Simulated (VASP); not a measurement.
A run of VASP 6.6.1 is set up as follows.

INCAR

```
SYSTEM = Ga
ALGO     = Normal         ! electronic algorithm
EDIFF    = 1E-6           ! SCF threshold, eV
EDIFFG   = -0.01          ! ionic threshold
ENCUT    = 600            ! plane-wave cutoff, eV
GGA      = CA             ! functional
IBRION   = 2              ! ionic algorithm
ISIF     = 3              ! what is computed and relaxed
ISMEAR   = 1              ! smearing method
KPAR     = 2            
LASPH    = .True.         ! aspherical terms in the spheres
LCHARG   = .False.        ! write CHGCAR
LREAL    = .False.        ! projectors in reciprocal space
LWAVE    = .False.        ! write WAVECAR
NELM     = 80             ! most SCF steps
NSW      = 90             ! ionic steps
PREC     = Accurate       ! precision mode
SIGMA    = 0.1            ! smearing width, eV
```

File KPOINTS:

```
k-points
0
Gamma
  10 10 8
  0 0 0
```

File POSCAR:

```
Ga
1.0
    2.2615000000     -3.8305000000      0.0000000000
    2.2615000000      3.8305000000      0.0000000000
    0.0000000000      0.0000000000      4.5240000000
Ga
4
Direct
    0.8451000000      0.1549000000      0.0810000000
    0.6549000000      0.3451000000      0.5810000000
    0.1549000000      0.8451000000      0.9190000000
    0.3451000000      0.6549000000      0.4190000000
```

Potentials or basis: VASP PAW LDA potentials, release 64 (Ga_d).

Launch:

```bash
$ cat potpaw_LDA.64/Ga_d/POTCAR > POTCAR
$ mpirun -np 2 vasp_std > vasp.out
```

(1) What does it give for the relaxed cell?

(2) Estimate the relaxed volume.

Results:

(1) a = 4.357 Å, b = 4.357 Å, c = 4.418 Å, α = 90.00°, β = 90.00°, γ = 118.49°.

(2) 18.42 Å³/atom.
